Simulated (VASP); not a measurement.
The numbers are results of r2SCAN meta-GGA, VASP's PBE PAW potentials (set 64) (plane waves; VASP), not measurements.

A VASP calculation is set up with these files.

**POSCAR**
```
Ba
1.0
 -2.3932616273   2.3932616273   2.3932616273
  2.3932616273  -2.3932616273   2.3932616273
  2.3932616273   2.3932616273  -2.3932616273
Ba
1
Direct
  1.0000000000   0.0000000000   0.0000000000
```

KPOINTS:
```
kpoints
0
Gamma
10 10 10
```

### INCAR
```
SYSTEM=Ba
PREC=Accurate; ENCUT=480; LREAL=F
LASPH=T
EDIFF=1E-7; NELM=100; ALGO=Normal
LMAXMIX=4; LMIXTAU=T
ISMEAR=1; SIGMA=0.1
METAGGA=R2SCAN
IBRION=2; NSW=40; ISIF=3
EDIFFG=-0.01; PSTRESS=20
LWAVE=F; LCHARG=F
```

POTCAR, in this order: Ba_sv (PBE.64 set). Program: vasp_std.

The resulting files:

File OUTCAR:
```
 ion  position               nearest neighbor table
   1  0.000  0.000  0.000-
  LATTYP: Found a body centered cubic cell.
 ALAT       =     4.7865232546
 Subroutine PRICEL returns:
 Original cell was already a primitive cell.
 Subroutine GETGRP returns: Found 48 space group operations
The static configuration has the point symmetry O_h .
The dynamic configuration has the point symmetry O_h .
 Subroutine INISYM returns: Found 48 space group operations
 Subroutine IBZKPT returns following result:
 Found     47 irreducible k-points:

 Following reciprocal coordinates:
            Coordinates               Weight
  0.000000  0.000000  0.000000      1.000000
  0.100000  0.000000  0.000000     12.000000
  0.200000  0.000000  0.000000     12.000000
  0.300000  0.000000  0.000000     12.000000
  0.400000  0.000000  0.000000     12.000000
  0.500000  0.000000  0.000000      6.000000
  0.100000  0.100000  0.000000     24.000000
  0.200000  0.100000 -0.000000     48.000000
  0.300000  0.100000 -0.000000     48.000000
  0.400000  0.100000  0.000000     48.000000
...
```

**OSZICAR**
```
       N       E                     dE             d eps       ncg     rms          rms(c)
DAV:   1     0.262407411729E+02    0.26241E+02   -0.43329E+03   846   0.894E+02
DAV:   2    -0.272053364908E+02   -0.53446E+02   -0.52644E+02  1016   0.154E+02
DAV:   3    -0.292198904252E+02   -0.20146E+01   -0.20046E+01  1166   0.336E+01
DAV:   4    -0.292590275475E+02   -0.39137E-01   -0.39074E-01  1245   0.386E+00
DAV:   5    -0.292597595360E+02   -0.73199E-03   -0.73160E-03  1227   0.332E-01    0.205E+00
DAV:   6    -0.259612171400E+02    0.32985E+01   -0.99619E-01  1163   0.671E+00    0.144E+00
DAV:   7    -0.260988925808E+02   -0.13768E+00   -0.90061E-02   966   0.292E+00    0.132E+00
DAV:   8    -0.258437280576E+02    0.25516E+00   -0.15594E-01   919   0.464E+00    0.748E-01
DAV:   9    -0.263782055773E+02   -0.53448E+00   -0.81576E-01   978   0.798E+00    0.229E-01
DAV:  10    -0.263907886149E+02   -0.12583E-01   -0.10339E-02  1053   0.110E+00    0.193E-01
DAV:  11    -0.263758709547E+02    0.14918E-01   -0.52558E-03   871   0.915E-01    0.291E-01
DAV:  12    -0.263730024975E+02    0.28685E-02   -0.93524E-03   940   0.110E+00    0.778E-02
DAV:  13    -0.263740183746E+02   -0.10159E-02   -0.72944E-04  1080   0.338E-01    0.101E-01
DAV:  14    -0.263734691693E+02    0.54921E-03   -0.23455E-04   889   0.165E-01    0.671E-02
DAV:  15    -0.263738704613E+02   -0.40129E-03   -0.27842E-03   858   0.592E-01    0.285E-02
DAV:  16    -0.263739676499E+02   -0.97189E-04   -0.10512E-04   993   0.129E-01    0.234E-02
DAV:  17    -0.263738070795E+02    0.16057E-03   -0.13367E-04   856   0.156E-01    0.691E-03
DAV:  18    -0.263738900114E+02   -0.82932E-04   -0.81580E-05   849   0.122E-01    0.368E-03
DAV:  19    -0.263738780190E+02    0.11992E-04   -0.92074E-06   910   0.371E-02    0.285E-03
DAV:  20    -0.263738778062E+02    0.21276E-06   -0.56782E-07  1302   0.753E-03    0.174E-03
DAV:  21    -0.263738771517E+02    0.65446E-06   -0.13242E-06   899   0.129E-02    0.846E-04
DAV:  22    -0.263738772535E+02   -0.10172E-06   -0.33637E-07   908   0.743E-03    0.360E-04
DAV:  23    -0.263738772969E+02   -0.43422E-07   -0.12594E-08   483   0.139E-03
   1 F= -.25689414E+02 E0= -.25689188E+02  d E =-.256894E+02
```

### OUTCAR
```
------------------------ aborting loop because EDIFF is reached ----------------------------------------
  FORCE on cell =-STRESS in cart. coord.  units (eV):
  Direction    XX          YY          ZZ          XY          YZ          ZX
  --------------------------------------------------------------------------------------
  Total        0.6849888      0.6849888      0.6849888      0.0000000      0.0000000      0.0000000
  in kB       20.0153653     20.0153653     20.0153653      0.0000000      0.0000000      0.0000000
  external PRESSURE =       0.0153653 kB  Pullay stress =      20.0000000 kB
  volume of cell :       54.83
      direct lattice vectors                 reciprocal lattice vectors
    -2.393261627  2.393261627  2.393261627     0.000000000  0.208919908  0.208919908
     2.393261627 -2.393261627  2.393261627     0.208919908  0.000000000  0.208919908
     2.393261627  2.393261627 -2.393261627     0.208919908  0.208919908  0.000000000
 POSITION                                       TOTAL-FORCE (eV/Angst)
 -----------------------------------------------------------------------------------
      0.00000      0.00000      0.00000        -0.000000      0.000000      0.000000
 -----------------------------------------------------------------------------------
    total drift:                               -0.000000     -0.000000      0.000000
  FREE ENERGIE OF THE ION-ELECTRON SYSTEM (eV)
  ---------------------------------------------------
  free  energy   TOTEN  =       -26.3738772969 eV

  energy  without entropy=      -26.3731983934  energy(sigma->0) =      -26.37365100
  enthalpy is  TOTEN    =       -25.6894143587 eV   P V=        0.6844629382

 reached required accuracy - stopping structural energy minimisation
```
(Selected blocks of OUTCAR.)

File OUTCAR:
```
 val. band max:        2.2356680310   @ k =   0.3000   0.2000   0.1000

 cond. band min:       2.2587705403   @ k =  -0.4000  -0.4000   0.1000


 Fermi energy:         2.2464722809

 k-point     1 :       0.0000    0.0000    0.0000
  band No.  band energies     occupation
      1     -27.4750      2.00000
      2     -11.9048      2.00000
      3     -11.9048      2.00000
      4     -11.9048      2.00000
      5      -0.6847      2.00000
      6       4.5162      0.00000
      7       4.5162      0.00000
      8       4.5162      0.00000
      9       6.0327      0.00000

 k-point     2 :       0.1000    0.0000    0.0000
  band No.  band energies     occupation
      1     -27.4669      2.00000
      2     -11.9819      2.00000
      3     -11.9267      2.00000
      4     -11.9059      2.00000
      5      -0.4538      2.00000
      6       4.3187      0.00000
      7       4.3856      0.00000
      8       4.7471      0.00000
      9       5.7467      0.00000

 k-point     3 :       0.2000    0.0000    0.0000
  band No.  band energies     occupation
      1     -27.4458      2.00000
      2     -12.1759      2.00000
      3     -11.9834      2.00000
      4     -11.9088      2.00000
      5       0.1542      2.00000
      6       3.8734     -0.00000
      7       3.8895     -0.00000
      8       5.4209      0.00000
      9       5.6883      0.00000

 k-point     4 :       0.3000    0.0000    0.0000
  band No.  band energies     occupation
      1     -27.4195      2.00000
      2     -12.4017      2.00000
      3     -12.0519      2.00000
      4     -11.9125      2.00000
      5       0.8542      2.00000
      6       3.4566     -0.00000
      7       3.4670     -0.00000
      8       5.9798      0.00000
      9       6.2041      0.00000

 k-point     5 :       0.4000    0.0000    0.0000
  band No.  band energies     occupation
      1     -27.3980      2.00000
      2     -12.5747      2.00000
      3     -12.1061      2.00000
...
```

Unless said otherwise, spin-orbit coupling is left out, though it shifts the bands of the heavy elements here.

The compound is Ba in the bcc structure. It was relaxed first under an external pressure of 2 GPa.
